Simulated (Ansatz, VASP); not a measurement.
**AlBN in VASP and in Ansatz**

Contents of INCAR:

```
PREC = Accurate
ENCUT = 600
EDIFF = 1E-6
ISMEAR = 0
SIGMA = 0.1
LREAL = False
LASPH = True
NELM = 100
ALGO = Normal
ISIF = 3
LWAVE = False
LCHARG = False
GGA = PE
IBRION = 2
NSW = 100
EDIFFG = -0.01
```

File KPOINTS:

```
Automatic mesh
0
Gamma
  18 18 8
```

File POSCAR:

```
AlBN
1.0
    2.6449946188      0.0000000000      0.0000000000
    0.0000000000      2.6449946188      0.0000000000
    0.0000000000      0.0000000000      5.4203089157
Al B N
1 1 1
Direct
    0.5000000000      0.5000000000      0.0000000000
    0.5000000000      0.5000000000      0.5000000000
    0.0000000000      0.0000000000      0.0000000000
```

Input for Ansatz:

```yaml
crystal:
  lattice:
    - [2.6449946188, 0.0, 0.0]
    - [0.0, 2.6449946188, 0.0]
    - [0.0, 0.0, 5.4203089157]
  atoms:
    - { symbol: Al, position: [0.5, 0.5, 0.0] }
    - { symbol: B, position: [0.5, 0.5, 0.5] }
    - { symbol: "N", position: [0.0, 0.0, 0.0] }
basis:
  ecutwfc: 420
kpoints:
  mp_grid: { grid: [18, 18, 8] }
hamiltonian:
  xc: pbe
scf:
  occupations: { method: gaussian, width: 0.1 }
output:
  forces: true
  stress: true
  eigenvalues: true
relax:
  adjacent_minimum: "off"
  f_tol: 0.01
  max_steps: 80
  cell: { stress_tol: 0.05 }
```

Alike in both runs: task relaxation of cell and atoms; functional PBE; k mesh 18 × 18 × 8; occupations gaussian, width 0.1 eV; no spin polarisation.

|  | VASP | Ansatz |
| --- | --- | --- |
| version | VASP 6.6.1 | Ansatz 0.2.0 |
| potentials or method | VASP PAW PBE potentials, release 64 (Al, B, N) | scalar-relativistic, plane waves, PAW |
| plane-wave cutoff (eV) | 600 | 420 |
| valence electrons in the cell | 11 | 11 |

```tsv
	VASP	Ansatz	Ansatz less VASP
gap on the k mesh at the Fermi level, each at its own relaxed structure (eV)	none	none	-
relaxed volume (Å³/atom)	12.52	12.60	+0.089
relaxed cell length with the largest relative difference (Å)	5.359	5.403	+0.0434
```

A gap of «none» marks a metal or a gap that the smearing closes.
